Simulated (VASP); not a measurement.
# GePt: structure and properties in VASP, part 2 of 5

What structure does GePt take at this level, and what are its properties? The start is a cell from a database of measured crystal structures.

VASP 6.6.1; SCAN; plane waves and PAW (Ge_d, Pt).

Still holding for the runs below: The k-mesh is coarse for a metal.

So far. Step 2 (Relaxing cell and atoms (SCAN)): It ends with a largest force of 0.005 eV/Å and a pressure of -0.03 GPa. The volume lies -1.0 % from that of the database's start, which holds the thermal and zero-point expansion of its experiment. The relaxed cell has a, b, c = 5.690, 3.703, 6.044 Å (conventional setting).

## (3) Second relaxation

A relaxation keeps the plane waves of the cell it began with, so it is repeated from the new cell, on a basis made for it.

File INCAR:

```
SYSTEM = GePt
PREC = Accurate
ENCUT = 410
EDIFF = 1E-06
NELM = 100
ISMEAR = 0
SIGMA = 0.05
LREAL = .FALSE.
ALGO = Normal
METAGGA = SCAN
LASPH = .TRUE.
NBANDS = 59
LORBIT = 11
LWAVE = .FALSE.
LCHARG = .FALSE.
KPAR = 4
IBRION = 2
NSW = 60
ISIF = 3
EDIFFG = -0.01
```

File POSCAR:

```
GePt
1.0
    5.6898820138      0.0000000000      0.0000000000
    0.0000000000      3.7032963148      0.0000000000
    0.0000000000      0.0000000000      6.0435443228
Ge Pt
4 4
Direct
    0.1869226335      0.2500000000      0.5891483959
    0.3130773665      0.7500000000      0.0891483959
    0.6869226335      0.2500000000      0.9108516041
    0.8130773665      0.7500000000      0.4108516041
    0.9978501393      0.2500000000      0.1935683892
    0.5021498607      0.7500000000      0.6935683892
    0.4978501393      0.2500000000      0.3064316108
    0.0021498607      0.7500000000      0.8064316108
```

File KPOINTS:

```
Automatic mesh
0
Gamma
5 7 5
0 0 0
```

PAW data sets: Ge_d and Pt (PBE family, release 64).

Command:

```console
mpirun -np 4 vasp_std
```

The log of the run:

```text
[banner, memory and clock lines left out]
running    4 mpi-ranks, on    1 nodes
 distrk:  each k-point on    1 cores,    4 groups
 distr:  one band on    1 cores,    1 groups

 POSCAR found type information on POSCAR GePt
 POSCAR found :  2 types and       8 ions
 [... a notice as in an earlier step ...]

 LDA part: xc-table for (None), standard interpolation
 POSCAR, INCAR and KPOINTS ok, starting setup
 FFT: planning ... GRIDC
 FFT: planning ... GRID_SOFT
 FFT: planning ... GRID
 WAVECAR not read
 entering main loop
       N       E                     dE             d eps       ncg     rms          rms(c)
DAV:   1     0.804006746648E+03    0.80401E+03   -0.37008E+04  5705   0.381E+03
DAV:   2    -0.167670957218E+03   -0.97168E+03   -0.92667E+03  4248   0.981E+02
DAV:   3    -0.365685567298E+03   -0.19801E+03   -0.18568E+03  4541   0.228E+02
DAV:   4    -0.380232610372E+03   -0.14547E+02   -0.14189E+02  5013   0.719E+01
DAV:   5    -0.380642123287E+03   -0.40951E+00   -0.40779E+00  4752   0.126E+01    0.204E+01
DAV:   6    -0.361978301319E+03    0.18664E+02   -0.61888E+00  4486   0.144E+01    0.116E+01
DAV:   7    -0.362133571415E+03   -0.15527E+00   -0.13662E+00  4878   0.682E+00    0.515E+00
DAV:   8    -0.362115963513E+03    0.17608E-01   -0.40817E-01  5084   0.386E+00    0.514E-01
DAV:   9    -0.362118059168E+03   -0.20957E-02   -0.77976E-02  4622   0.175E+00    0.555E-01
DAV:  10    -0.362114996517E+03    0.30627E-02   -0.14194E-02  4667   0.673E-01    0.109E-01
DAV:  11    -0.362115472652E+03   -0.47614E-03   -0.19456E-03  5045   0.247E-01    0.469E-02
DAV:  12    -0.362115414709E+03    0.57943E-04   -0.26121E-04  5113   0.115E-01    0.276E-02
DAV:  13    -0.362115432567E+03   -0.17857E-04   -0.81319E-05  4907   0.525E-02    0.675E-03
DAV:  14    -0.362115430534E+03    0.20330E-05   -0.11269E-05  4647   0.190E-02    0.373E-03
DAV:  15    -0.362115428134E+03    0.23997E-05   -0.13735E-06  2442   0.770E-03    0.116E-03
DAV:  16    -0.362115425935E+03    0.21985E-05   -0.31859E-07  2388   0.398E-03    0.573E-04
DAV:  17    -0.362115425228E+03    0.70751E-06   -0.12451E-07  2364   0.274E-03
   1 F= -.36211543E+03 E0= -.36211350E+03  d E =-.362115E+03
 curvature:   0.00 expect dE= 0.000E+00 dE for cont linesearch  0.000E+00
 trial: gam= 0.00000 g(F)=  0.105E-04 g(S)=  0.188E-04 ort = 0.000E+00 (trialstep = 0.100E+01)
 search vector abs. value=  0.293E-04
 reached required accuracy - stopping structural energy minimisation
```

It took 75 s on 4 MPI ranks of Intel Xeon 6975P-C (Granite Rapids), shared host; peak memory 1.1 GiB.

Parts of OUTCAR (step 3):

```text
  LATTYP: Found a simple orthorhombic cell.
 ALAT       =     3.7032963148
 B/A-ratio  =     1.5364371441
 C/A-ratio  =     1.6319364720

 Found     36 irreducible k-points:

   ENCUT  =  410.0 eV  30.13 Ry    5.49 a.u.   9.39  6.11  9.98*2*pi/ulx,y,z

   NELECT =      96.0000    total number of electrons

 E-fermi :   9.7649

 k-point     1 :       0.0000    0.0000    0.0000
  band No.  band energies     occupation
    ...
     44       6.8737      2.00000
     45       6.9375      2.00000
     46       7.8845      2.00000
     47       8.1805      2.00000
     48       8.7412      2.00000
     49      10.4126      0.00000
     50      10.9246      0.00000
     51      12.7513      0.00000
     52      13.1674      0.00000
     53      13.3028      0.00000
    ...

 k-point     2 :       0.2000    0.0000    0.0000
  band No.  band energies     occupation
    ...
     44       6.8326      2.00000
     45       6.9307      2.00000
     46       7.8248      2.00000
     47       8.6898      2.00000
     48       8.7989      2.00000
     49      11.0729      0.00000
     50      11.1898      0.00000
     51      12.4155      0.00000
     52      12.8645      0.00000
     53      13.0255      0.00000
    ...

  Total       -0.0000470     -0.0363056     -0.0423290     -0.0000000      0.0000000      0.0000000
  in kB       -0.0005915     -0.4567730     -0.5325555     -0.0000000      0.0000000      0.0000000
  external PRESSURE =      -0.3299733 kB  Pullay stress =       0.0000000 kB

  energy-cutoff  :      410.00
  volume of cell :      127.35
      direct lattice vectors                 reciprocal lattice vectors
     5.689882014  0.000000000  0.000000000     0.175750569  0.000000000  0.000000000
     0.000000000  3.703296315  0.000000000     0.000000000  0.270029702  0.000000000
     0.000000000  0.000000000  6.043544323     0.000000000  0.000000000  0.165465817

 POSITION                                       TOTAL-FORCE (eV/Angst)
 -----------------------------------------------------------------------------------
      1.06357      0.92582      3.56054         0.005046      0.000000     -0.000305
      1.78137      2.77747      0.53877        -0.005046     -0.000000     -0.000305
      3.90851      0.92582      5.50477         0.005046      0.000000      0.000305
      4.62631      2.77747      2.48300        -0.005046     -0.000000      0.000305
      5.67765      0.92582      1.16984        -0.000121     -0.000000      0.005379
      2.85717      2.77747      4.19161         0.000121     -0.000000      0.005379
      2.83271      0.92582      1.85193        -0.000121     -0.000000     -0.005379
      0.01223      2.77747      4.87371         0.000121     -0.000000     -0.005379
 -----------------------------------------------------------------------------------
    total drift:                                0.000000     -0.000000     -0.000000

  FREE ENERGIE OF THE ION-ELECTRON SYSTEM (eV)
  ---------------------------------------------------
  free  energy   TOTEN  =      -362.1154252278 eV

  energy  without entropy=     -362.1115807332  energy(sigma->0) =     -362.11350298

 total charge
# of ion       s       p       d       tot
------------------------------------------
    1        1.106   1.166  10.108  12.381
    2        1.106   1.166  10.108  12.381
    3        1.106   1.166  10.108  12.381
    4        1.106   1.166  10.108  12.381
    5        0.608   0.602   8.182   9.392
    6        0.608   0.602   8.182   9.392
    7        0.608   0.602   8.182   9.392
    8        0.608   0.602   8.182   9.392
--------------------------------------------------
tot          6.858   7.072  73.160  87.091

[... 6 parts as in an earlier step ...]

[... 6 further parts left out ...]
```

CONTCAR:

```
GePt
   1.00000000000000
     5.6898820138000001    0.0000000000000000    0.0000000000000000
     0.0000000000000000    3.7032963148000002    0.0000000000000000
     0.0000000000000000    0.0000000000000000    6.0435443227999999
  Ge              Pt
     4     4
Direct
     0.1869226334999965    0.2500000000000000    0.5891483958999970
     0.3130773665000035    0.7500000000000000    0.0891483958999970
     0.6869226335000036    0.2500000000000000    0.9108516041000030
     0.8130773664999964    0.7500000000000000    0.4108516041000030
     0.9978501392999988    0.2500000000000000    0.1935683892000029
     0.5021498607000012    0.7500000000000000    0.6935683892000029
     0.4978501392999988    0.2500000000000000    0.3064316107999971
     0.0021498607000012    0.7500000000000000    0.8064316107999971
```

Little changed from the start: no atom moved by 0.005 Å and no cell edge by 0.1 %.

This step gave:

* free energy (TOTEN): -362.1154 eV
* energy at zero smearing: -362.1135 eV
* pressure: -0.03300 GPa
* SCF cycles over all ionic steps: 17

It ends with a largest force of 0.005 eV/Å and a pressure of -0.03 GPa. The volume moved by under 0.01 %: the run met its threshold at the first step.

## (4) Density, ELF and potential (SCAN)

A single point on the relaxed cell gives a clean self-consistent state, with density, ELF and potential written out.

INCAR, as its differences from that of step 3:

```diff
@@ -14,7 +14,5 @@
 LWAVE = .FALSE.
-LCHARG = .FALSE.
-KPAR = 4
-IBRION = 2
-NSW = 60
-ISIF = 3
-EDIFFG = -0.01
+LCHARG = .TRUE.
+ISIF = 2
+LELF = .TRUE.
+LVHAR = .TRUE.
```

POSCAR is that of step 3.

KPOINTS is that of step 3.

Command:

```console
mpirun -np 4 vasp_std
```

The log of the run:

```text
[banner, memory and clock lines left out]
running    4 mpi-ranks, on    1 nodes
 distrk:  each k-point on    4 cores,    1 groups
 distr:  one band on    1 cores,    4 groups

 POSCAR found type information on POSCAR GePt
 POSCAR found :  2 types and       8 ions
 [... a notice as in an earlier step ...]

 LDA part: xc-table for (None), standard interpolation
|                                                                             |
|           W    W    AA    RRRRR   N    N  II  N    N   GGGG   !!!           |
|           W    W   A  A   R    R  NN   N  II  NN   N  G    G  !!!           |
|           W    W  A    A  R    R  N N  N  II  N N  N  G       !!!           |
|           W WW W  AAAAAA  RRRRR   N  N N  II  N  N N  G  GGG   !            |
|           WW  WW  A    A  R   R   N   NN  II  N   NN  G    G                |
|           W    W  A    A  R    R  N    N  II  N    N   GGGG   !!!           |
|                                                                             |
|     The number of bands has been changed from the values supplied in        |
|     The orbitals not found in the WAVECAR file will be initialized with     |
|     random numbers, which is usually adequate. For correlated               |
|     calculations, however, you should redo the groundstate calculation.     |
|     I found NBANDS = 59. Now, NBANDS = 60.                                  |
|                                                                             |

 POSCAR, INCAR and KPOINTS ok, starting setup
 FFT: planning ... GRIDC
 FFT: planning ... GRID_SOFT
 FFT: planning ... GRID
 WAVECAR not read
 entering main loop
       N       E                     dE             d eps       ncg     rms          rms(c)
DAV:   1     0.811524187712E+03    0.81152E+03   -0.36739E+04  5856   0.372E+03
DAV:   2    -0.166278459198E+03   -0.97780E+03   -0.92671E+03  4320   0.993E+02
DAV:   3    -0.365722152449E+03   -0.19944E+03   -0.18778E+03  4588   0.226E+02
DAV:   4    -0.380246526990E+03   -0.14524E+02   -0.14147E+02  5108   0.712E+01
DAV:   5    -0.380644472368E+03   -0.39795E+00   -0.39618E+00  4856   0.124E+01    0.204E+01
DAV:   6    -0.361979104337E+03    0.18665E+02   -0.59951E+00  4484   0.142E+01    0.116E+01
DAV:   7    -0.362134151284E+03   -0.15505E+00   -0.13466E+00  4900   0.672E+00    0.517E+00
DAV:   8    -0.362116216199E+03    0.17935E-01   -0.40324E-01  5164   0.380E+00    0.522E-01
DAV:   9    -0.362118173168E+03   -0.19570E-02   -0.77253E-02  4596   0.174E+00    0.563E-01
DAV:  10    -0.362114966708E+03    0.32065E-02   -0.14328E-02  4768   0.673E-01    0.109E-01
DAV:  11    -0.362115471219E+03   -0.50451E-03   -0.19420E-03  5028   0.245E-01    0.473E-02
DAV:  12    -0.362115413306E+03    0.57913E-04   -0.25214E-04  5172   0.111E-01    0.280E-02
DAV:  13    -0.362115432726E+03   -0.19420E-04   -0.81226E-05  5040   0.521E-02    0.685E-03
DAV:  14    -0.362115430252E+03    0.24736E-05   -0.11204E-05  4656   0.188E-02    0.381E-03
DAV:  15    -0.362115428092E+03    0.21609E-05   -0.14095E-06  2520   0.776E-03    0.116E-03
DAV:  16    -0.362115425981E+03    0.21109E-05   -0.32098E-07  2380   0.401E-03    0.603E-04
DAV:  17    -0.362115425301E+03    0.67965E-06   -0.13293E-07  2364   0.290E-03
   1 F= -.36211543E+03 E0= -.36211350E+03  d E =-.384449E-02
```

Elapsed: 68 s, on 4 MPI ranks; peak memory 0.72 GiB; 4.5 min of CPU time.

Parts of OUTCAR (step 4):

```text
 Found     36 irreducible k-points:

   k-points           NKPTS =     36   k-points in BZ     NKDIM =     36   number of bands    NBANDS=     60

   NELECT =      96.0000    total number of electrons

 E-fermi :   9.7649

 k-point     1 :       0.0000    0.0000    0.0000
  band No.  band energies     occupation
    ...
     44       6.8737      2.00000
     45       6.9375      2.00000
     46       7.8845      2.00000
     47       8.1805      2.00000
     48       8.7413      2.00000
     49      10.4126      0.00000
     50      10.9246      0.00000
     51      12.7513      0.00000
     52      13.1674      0.00000
     53      13.3028      0.00000
    ...

  Total        0.0010569     -0.0352493     -0.0412307     -0.0000000      0.0000000      0.0000000
  in kB        0.0132975     -0.4434841     -0.5187373     -0.0000000      0.0000000      0.0000000
  external PRESSURE =      -0.3163080 kB  Pullay stress =       0.0000000 kB

 POSITION                                       TOTAL-FORCE (eV/Angst)
 -----------------------------------------------------------------------------------
      1.06357      0.92582      3.56054         0.005033     -0.000000     -0.000315
      1.78137      2.77747      0.53877        -0.005033      0.000000     -0.000315
      3.90851      0.92582      5.50477         0.005033     -0.000000      0.000315
      4.62631      2.77747      2.48300        -0.005033      0.000000      0.000315
      5.67765      0.92582      1.16984        -0.000113     -0.000000      0.005367
      2.85717      2.77747      4.19161         0.000113      0.000000      0.005367
      2.83271      0.92582      1.85193        -0.000113     -0.000000     -0.005367
      0.01223      2.77747      4.87371         0.000113      0.000000     -0.005367
 -----------------------------------------------------------------------------------
    total drift:                                0.000000     -0.000000     -0.000000

  FREE ENERGIE OF THE ION-ELECTRON SYSTEM (eV)
  ---------------------------------------------------
  free  energy   TOTEN  =      -362.1154253010 eV

  energy  without entropy=     -362.1115808109  energy(sigma->0) =     -362.11350306

[... 15 parts as in an earlier step ...]
```

Numbers from this step:

* SCF cycles: 17
* bands: 60
* pressure: -0.03163 GPa

Valence electrons inside each PAW sphere by angular momentum. Sphere charges, by row:

```csv
atom,s (e),p (e),d (e),tot (e)
Ge1,1.106,1.166,10.11,12.38
Ge2,1.106,1.166,10.11,12.38
Ge3,1.106,1.166,10.11,12.38
Ge4,1.106,1.166,10.11,12.38
Pt5,0.608,0.602,8.182,9.392
Pt6,0.608,0.602,8.182,9.392
Pt7,0.608,0.602,8.182,9.392
Pt8,0.608,0.602,8.182,9.392
```

Valence density in the ac plane at fractional y = 0.250, with atoms of Ge and Pt within 0.2 Å of it. It is the smooth field of the valence electrons, not physical close to the nuclei.

Ten steps, logarithmic in the rise over the least value, from '0' (0 e/Å³) to '9' (15 e/Å³), each cell a mean:
```
1100000126998421
0000000126998421
1100000124776311
1122110112332111
1356421111110001
2689731100000001
2699842110000001
2578632221100001
2244333443210011
2222234555321122
4432235666421234
6542235665422345
6642224554322356
6542112333222356
5431111122222344
3210000123665323
```
Columns run along a (5.7 Å), rows up along c (6.0 Å). Atoms in or near the plane, at fractional coordinates: Ge at (0.19, 0.59), Ge at (0.69, 0.91), Pt at (0.00, 0.19), Pt at (0.50, 0.31).

ELF in the ac plane at fractional y = 0.250, with atoms of Ge and Pt within 0.2 Å of it. It is the smooth field of the valence electrons, not physical close to the nuclei.

Ten even steps from '0' (0.01) to '9' (0.47), each cell a mean:
```
4321001477335986
2211001587344885
2343211589757763
5787643368987543
8987775335654224
8843587422211015
8734498532110014
7854798655421014
8999998667752236
8998886214764467
6766673001665577
0255563001555651
0055567434656630
0266457888888840
4785335789999974
6653112589879986
```
Columns run along a (5.7 Å), rows up along c (6.0 Å). Atoms in or near the plane, at fractional coordinates: Ge at (0.19, 0.59), Ge at (0.69, 0.91), Pt at (0.00, 0.19), Pt at (0.50, 0.31).

Electrostatic potential energy in the ac plane at fractional y = 0.250, with atoms of Ge and Pt within 0.2 Å of it. With pseudopotentials it is smooth inside the atoms' cores, unlike the true potential.

Values in eV, 16 rows by 16 columns, each cell a mean:
```
  1   2   2   3   3   2   2   0 -10 -35 -54 -57 -46 -23  -4   0
  2   3   3   2   2   2   2   0 -11 -37 -56 -59 -49 -25  -3   1
  2   2   1   1   1   2   2   1  -5 -24 -42 -46 -35 -14  -1   1
  1  -2  -5  -7  -4  -1   1   1   0  -6 -15 -18 -11  -3   0   2
 -2 -15 -30 -34 -25  -8   0   2   2   0  -1  -1  -1   1   2   1
 -8 -33 -51 -55 -45 -21  -2   1   2   2   2   2   2   2   2   0
-11 -38 -56 -59 -50 -25  -3   1   2   2   3   3   3   2   2   0
 -6 -28 -45 -49 -39 -16  -3  -2  -2   0   1   2   2   2   2   0
 -2  -9 -20 -23 -16  -6 -11 -22 -24 -16  -3   1   2   2   2   1
 -5  -4  -3  -3  -3  -9 -33 -52 -55 -44 -18  -1   1   1   0  -3
-31 -21  -7  -1  -1 -16 -48 -63 -64 -59 -31  -4   0  -2 -13 -27
-60 -48 -22  -3  -1 -14 -45 -62 -63 -57 -29  -4  -1 -10 -36 -56
-64 -59 -32  -5   0  -5 -25 -43 -48 -36 -14  -1  -1 -17 -48 -64
-63 -53 -26  -4   1   0  -4 -12 -14  -9  -3  -1  -2 -13 -42 -61
-42 -29 -10   0   2   2   1   0  -1  -4  -8  -9  -6  -6 -21 -38
 -9  -4   0   2   2   2   2   1  -3 -18 -34 -38 -28 -11  -5  -8
```
Columns run along a (5.7 Å; values clipped at the 3rd and 97th percentile), rows up along c (6.0 Å). Atoms in or near the plane, at fractional coordinates: Ge at (0.19, 0.59), Ge at (0.69, 0.91), Pt at (0.00, 0.19), Pt at (0.50, 0.31).

In this run the pressure is -0.03 GPa, small enough to go on.

(Continued in part 3 of 5.)

[Lines on the potential files, build, host, timing and source positions are cut from VASP's logs without a mark.]

[Logs are printed without paths, hosts, clocks, repeated set-up lines and the standing remarks that a program may print on its own settings, such as how far it seeks lower states.]

[Hosts, paths, dates, database ids (printed as entryN), source tags and the programs' standing remarks are cut or masked in the printed files.]

[A measured line is paired with the nearest computed mode of its activity, which favours agreement.]
